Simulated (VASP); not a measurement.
Computed with PBE GGA, VASP's PBE PAW potentials (set 64) (plane waves; VASP).

VASP input:

POSCAR:
```
NiSi2
1
    0.0000000000     2.7591000000     2.7591000000
    2.7591000000     0.0000000000     2.7591000000
    2.7591000000     2.7591000000     0.0000000000
Si Ni
2 1
Direct
  0.2500000000   0.2500000000   0.2500000000
  0.7500000000   0.7500000000   0.7500000000
  0.0000000000   0.0000000000   0.0000000000
```

**INCAR**
```
SYSTEM = NiSi2
PREC = Accurate
ENCUT = 400
EDIFF = 1E-6
NELM = 100
ALGO = Normal
LREAL = .FALSE.
LASPH = .FALSE.
ISMEAR = 1
SIGMA = 0.1
GGA = PE
LMAXMIX = 4
LWAVE = .FALSE.
LCHARG = .FALSE.
ISIF = 2
```

### KPOINTS
```
Automatic mesh
0
Gamma
9 9 9
0 0 0
```

POTCAR, in this order: Si Ni (PBE.64 set). Program: vasp_std.

Output of the run:

File OSZICAR:
```
       N       E                     dE             d eps       ncg     rms          rms(c)
DAV:   1     0.600289503479E+02    0.60029E+02   -0.66454E+03   918   0.112E+03
DAV:   2    -0.161066284721E+02   -0.76136E+02   -0.71459E+02   960   0.222E+02
DAV:   3    -0.192316815040E+02   -0.31251E+01   -0.30633E+01  1135   0.519E+01
DAV:   4    -0.192965581766E+02   -0.64877E-01   -0.64580E-01  1071   0.726E+00
DAV:   5    -0.192983928435E+02   -0.18347E-02   -0.18343E-02  1156   0.127E+00    0.160E+01
DAV:   6    -0.246601251616E+02   -0.53617E+01   -0.55570E+01   988   0.184E+02    0.265E+01
DAV:   7    -0.175193540470E+02    0.71408E+01   -0.16372E+01  1095   0.114E+02    0.435E+00
DAV:   8    -0.173797443606E+02    0.13961E+00   -0.24503E+00  1305   0.273E+01    0.229E+00
DAV:   9    -0.173494815311E+02    0.30263E-01   -0.23282E-01  1198   0.825E+00    0.519E-01
DAV:  10    -0.173492513395E+02    0.23019E-03   -0.44558E-03  1220   0.785E-01    0.313E-01
DAV:  11    -0.173492713580E+02   -0.20018E-04   -0.85390E-04  1081   0.375E-01    0.330E-02
DAV:  12    -0.173493032605E+02   -0.31903E-04   -0.53806E-05  1138   0.865E-02    0.237E-02
DAV:  13    -0.173493062535E+02   -0.29929E-05   -0.37557E-05  1057   0.120E-01    0.114E-02
DAV:  14    -0.173493066734E+02   -0.41998E-06   -0.18409E-06   858   0.198E-02
   1 F= -.17349307E+02 E0= -.17349575E+02  d E =0.805074E-03
```

**OUTCAR**
```
------------------------ aborting loop because EDIFF is reached ----------------------------------------
  FORCE on cell =-STRESS in cart. coord.  units (eV):
  Direction    XX          YY          ZZ          XY          YZ          ZX
  --------------------------------------------------------------------------------------
  Total       -1.3459099     -1.3459099     -1.3459099      0.0000000      0.0000000     -0.0000000
  in kB      -51.3327163    -51.3327163    -51.3327163      0.0000000      0.0000000     -0.0000000
  external PRESSURE =     -51.3327163 kB  Pullay stress =       0.0000000 kB
  volume of cell :       42.01
      direct lattice vectors                 reciprocal lattice vectors
     0.000000000  2.759100000  2.759100000    -0.181218513  0.181218513  0.181218513
     2.759100000  0.000000000  2.759100000     0.181218513 -0.181218513  0.181218513
     2.759100000  2.759100000  0.000000000     0.181218513  0.181218513 -0.181218513
 POSITION                                       TOTAL-FORCE (eV/Angst)
 -----------------------------------------------------------------------------------
      1.37955      1.37955      1.37955        -0.000000     -0.000000      0.000000
      4.13865      4.13865      4.13865         0.000000      0.000000      0.000000
      0.00000      0.00000      0.00000        -0.000000     -0.000000     -0.000000
 -----------------------------------------------------------------------------------
    total drift:                               -0.000000     -0.000000      0.000000
  FREE ENERGIE OF THE ION-ELECTRON SYSTEM (eV)
  ---------------------------------------------------
  free  energy   TOTEN  =       -17.3493066734 eV

  energy  without entropy=      -17.3501117475  energy(sigma->0) =      -17.34957503
```
(Selected blocks of OUTCAR.)

The compound is NiSi2 in the fluorite structure. The cell was not relaxed at this level. The run is one of a series of settings (LASPH = .FALSE. against the base run), some of them coarse on purpose. The run is not spin-polarised, so no magnetic state was tried.
